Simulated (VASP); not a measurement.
Input:

```yaml
crystal:
  lattice:
    - [0.00000, 3.31244, 3.31244]
    - [3.31244, 0.00000, 3.31244]
    - [3.31244, 3.31244, 0.00000]
  atoms:
    - { symbol: Cd, position: [0.00000, 0.00000, 0.00000] }
    - { symbol: Te, position: [0.25000, 0.25000, 0.25000] }
```

All values below come from HSE06 screened hybrid, VASP's PBE PAW potentials (set 64) (plane waves; VASP). Numerical set-up: 520 eV cut-off, 6×6×6 Γ-centred mesh, Gaussian smearing of 0.050 eV, potentials Cd Te.

Question: Give the stress tensor in GPa (positive for a compressed cell).

Answer: 
```
-1.07   0.00   0.00
 0.00  -1.07   0.00
 0.00   0.00  -1.07
```
The pressure is its mean diagonal, -1.07 GPa.

The compound is CdTe in the zinc blende structure. It was relaxed first, which changed the volume by +7 %. The cell's shape comes from a PBE relaxation.
